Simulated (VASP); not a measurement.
The cell holds one NaH (rock salt) (110) slab, with vacuum along c, ions free to move until forces fall under 0.03 eV/Å, no reconstruction beyond this cell, dipole correction on. Ionisation potential and electron affinity count from the cell's own band edges, surface states included.

Consider the following.

```yaml
crystal:
  lattice:
    - [3.37561, 0.00000, 0.00000]
    - [0.00000, 4.77383, 0.00000]
    - [0.00000, 0.00000, 24.80050]
  atoms:
    - { symbol: Na, position: [0.00000, 0.00000, 0.33553] }
    - { symbol: Na, position: [0.50000, 0.50000, 0.39468] }
    - { symbol: Na, position: [0.00000, 0.00000, 0.46642] }
    - { symbol: Na, position: [0.50000, 0.50000, 0.53358] }
    - { symbol: Na, position: [0.00000, 0.00000, 0.60532] }
    - { symbol: Na, position: [0.50000, 0.50000, 0.66447] }
    - { symbol: H, position: [0.50000, 0.00000, 0.39653] }
    - { symbol: H, position: [0.00000, 0.50000, 0.33209] }
    - { symbol: H, position: [0.50000, 0.00000, 0.53386] }
    - { symbol: H, position: [0.00000, 0.50000, 0.46614] }
    - { symbol: H, position: [0.50000, 0.00000, 0.66791] }
    - { symbol: H, position: [0.00000, 0.50000, 0.60347] }
```

Method: r2SCAN meta-GGA, VASP's PBE PAW potentials (set 64) (plane waves; VASP 6.6.1). Settings: 400 eV cut-off, 6×4×1 Γ-centred mesh, Gaussian smearing of 0.050 eV, potentials Na_pv H.

Slab and bulk use different k-meshes, so the surface energy is good to a few per cent at best.

**Question.** Predict its surface energy, ionisation potential, electron affinity.

**Answer.** 
```json
{
  "surface_energy": "0.53 J/m²",
  "ionisation_potential": "4.41 eV",
  "electron_affinity": "0.83 eV"
}
```

The cell is a thin slab with vacuum, built from NaH (rock salt): (110) face.
